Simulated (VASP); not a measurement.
Here is a VASP 6.6.1 calculation.

File INCAR:

```
ALGO = Normal
BPARAM = 10.0
CPARAM = 0.0093
CSHIFT = 0.1
EDIFF = 1E-6
ENCUT = 550
GGA = PE
ISIF = 2
ISMEAR = -5
ISPIN = 2
IVDW_NL = 2
LASPH = T
LCHARG = F
LDAU = T
LDAUJ = 0.5 0.5 0
LDAUL = 2 2 -1
LDAUPRINT = 1
LDAUTYPE = 1
LDAUU = 1 8 0
LMAXMIX = 4
LOPTICS = T
LORBIT = 11
LREAL = F
LUSE_VDW = T
LWAVE = F
MAGMOM = 2 -1 0 0 0 0 0 0
NBANDS = 64
NEDOS = 2000
NELM = 100
NUPDOWN = 4
PREC = Accurate
SIGMA = 0.05
```

File KPOINTS:

```
k-points
0
Gamma
  6 5 5
```

File POSCAR:

```
Mg6TiCo
1.0
    4.7166050000      0.0000000000      0.0000000000
    0.0000000000      3.0183690000      5.4998395000
    0.0000000000     -3.0183690000      5.4998395000
Co Ti Mg
1 1 6
Cartesian
    0.0000000000      0.0000000000      8.8001171891
    2.3583025000      0.0000000000      7.6176516966
    2.3583025000      0.0000000000      1.8369353933
    2.3583025000     -1.5721778610      4.6379706516
    2.3583025000      1.5721778610      4.6379706516
    0.0000000000      0.0000000000      3.6185754003
    0.0000000000     -1.4486179076      6.4247585084
    0.0000000000      1.4486179076      6.4247585084
```

Potentials or basis: VASP PAW PBE potentials, release 64 (Co_GW, Ti_sv_GW, Mg_GW).

Command:

```sh
$ cat potpaw_PBE.64/Co_GW/POTCAR potpaw_PBE.64/Ti_sv_GW/POTCAR potpaw_PBE.64/Mg_GW/POTCAR > POTCAR
$ mpirun -np 1 vasp_std > vasp.out
```

Problem. Estimate the largest force.

Solution. 0.819 eV/Å.

Problem. Predict the pressure.

Solution. 3.3 GPa.

Stress tensor (GPa, compression positive):
```
4.84 0.00 0.00
0.00 1.55 0.00
0.00 0.00 3.63
```

Caveat: the moment is held away from its start; the total moment is fixed, so each spin has its own Fermi level; the U is typed as a test and isn't derived for this compound. The state reached can hang on the start; a lower one may exist.
